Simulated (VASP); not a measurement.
Write the native input for VASP 6.6.1 that does the following.

```
Task                   : relaxation of cell and atoms
Functional             : LDA
Potentials or basis    : VASP PAW LDA potentials, release 64 (La, Rh_pv, C)
Cutoff                 : 600 eV
k mesh                 : 8 × 8 × 8
Occupations            : gaussian, width 0.1 eV
Spin                   : no spin polarisation
Dipole correction      : no
Further INCAR settings : ALGO = Fast; EDIFF = 1e-06; IBRION = 2; EDIFFG = -0.005; NSW = 70; ISIF = 3
```

The structure of LaRh3C lies in POSCAR:

```
LaRh3C
1.0
    4.2527467423      0.0000000000      0.0000000000
    0.0000000000      4.2527467423      0.0000000000
    0.0000000000      0.0000000000      4.2527467423
La Rh C
1 3 1
Direct
    0.5000000000      0.5000000000      0.5000000000
    0.5000000000      0.0000000000      0.0000000000
    0.0000000000      0.5000000000      0.0000000000
    0.0000000000      0.0000000000      0.5000000000
    0.0000000000      0.0000000000      0.0000000000
```

The cell is a database's computed one.

The input as run:

INCAR

```
SYSTEM = LaRh3C
PREC = Accurate ; ENCUT = 600
EDIFF = 1E-6 ; ISMEAR = 0
SIGMA = 0.1 ; LREAL = .FALSE.
LASPH = .TRUE. ; NELM = 100
ALGO = Fast ; ISIF = 3
LWAVE = .FALSE. ; LCHARG = .FALSE.
GGA = CA ; IBRION = 2
NSW = 70 ; EDIFFG = -0.005
```

KPOINTS

```
regular mesh
0
G
  8 8 8
  0 0 0
```

Potentials or basis: VASP PAW LDA potentials, release 64 (La, Rh_pv, C).

Run with:

```console
$ cat potpaw_LDA.64/La/POTCAR potpaw_LDA.64/Rh_pv/POTCAR potpaw_LDA.64/C/POTCAR > POTCAR
$ mpirun -np 1 vasp_std > vasp.out
```

Results of the run:

```yaml
Relaxed_volume: 14.50 Å³/atom
Relaxed_cell: a = 4.170 Å, b = 4.170 Å, c = 4.170 Å, α = 90.00°, β = 90.00°, γ = 90.00°
Space_group_after_relaxing_to_0.05_Å: Pm-3m (No. 221)
Energy_gained_by_relaxing: 32.7 meV/atom
Ionic_steps: 4
Pressure_after_relaxing: 0.0 GPa
Band_gap_on_the_k_mesh: none (metal or under the smearing width)
```

It took 5.6 min on 1 thread of Intel(R) Xeon(R) 6975P-C (Granite Rapids), on a shared host, peak memory 0.3 GiB.
